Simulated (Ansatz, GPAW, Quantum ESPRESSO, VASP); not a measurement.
One structure in several programs: Ca2H3Br (P1, 6 atoms in the cell)

Self-consistent single point.

```
Ca2H3Br
1.0
    3.90294     0.00000     0.00000
   -1.95147     3.38004     0.00000
    0.00000     0.00000     6.85353
Ca H Br
2 3 1
Cartesian
  1.98010   1.14401   1.26589
  0.01718   2.26733   5.58472
  1.91772   1.10153   5.83289
 -0.02111   2.25167   1.02805
  0.00076  -0.00317  -0.01563
  0.00829  -0.00128   3.43790
```

Shared settings, as Ansatz (a quantum-chemistry and plane-wave program) writes them: kpoints.mp_grid.grid = 1 1 1; scf.occupations.method = fermi_dirac; scf.occupations.width = 0.01 eV. Potentials and cutoffs stand in the table.

```csv
code,model,pressure (GPa),largest force (eV/Å),cutoff
GPAW,"PBEsol, GPAW PAW datasets PBEsol (made by gpaw-setup)",14.74,1.483,800 eV
Ansatz,"PBEsol, PAW files made with PBE",14.58,1.476,420 eV
VASP,"PBEsol, VASP's PBE PAW potentials (set 64)",13.95,1.486,300 eV
Quantum ESPRESSO,"PBEsol, GBRV 1.5 ultrasoft (PBESOL) pseudopotentials",14.57,1.475,40 Ry
```

Size of the force on each atom (eV/Å): Sizes of forces hide their directions.

| code | Ca1 | Ca2 | H3 | H4 | H5 | Br6 |
|---|---|---|---|---|---|---|
| GPAW | 0.638 | 0.688 | 1.483 | 1.458 | 0.658 | 0.194 |
| Ansatz | 0.661 | 0.711 | 1.476 | 1.452 | 0.670 | 0.197 |
| VASP | 0.656 | 0.709 | 1.486 | 1.461 | 0.676 | 0.199 |
| Quantum ESPRESSO | 0.659 | 0.709 | 1.475 | 1.451 | 0.669 | 0.197 |

The spread over the programs that give each value: pressure within 0.79 GPa; largest force within 0.011 eV/Å.

Ansatz's pressure is given at a fixed set of plane waves, as the other plane-wave codes print theirs; with its correction for the finite basis it is 14.62 GPa.

On the base mesh (6 6 3) the same programs gave: Quantum ESPRESSO pressure -1.80 GPa; GPAW pressure -1.47 GPa; Ansatz pressure -1.83 GPa, gap on the mesh 1.624 eV; VASP pressure -2.41 GPa.

The values differ from the base mesh's, so the mesh still matters here: the table compares the programs at equal settings.

VASP's run is marked for a possible Pulay error in its stress at this cutoff; no cutoff test was made.

The starting cell comes from a database of computed structures (which also holds hypothetical and non-ambient phases and stackings), without a prior relaxation at this level. Its atoms were displaced at random from the sites of space group no. 164.

Left out of this page: ABINIT, Elk and SIESTA (not drawn, or without a comparable value); CP2K (on another mesh).

Keys are those of Ansatz 0.2.
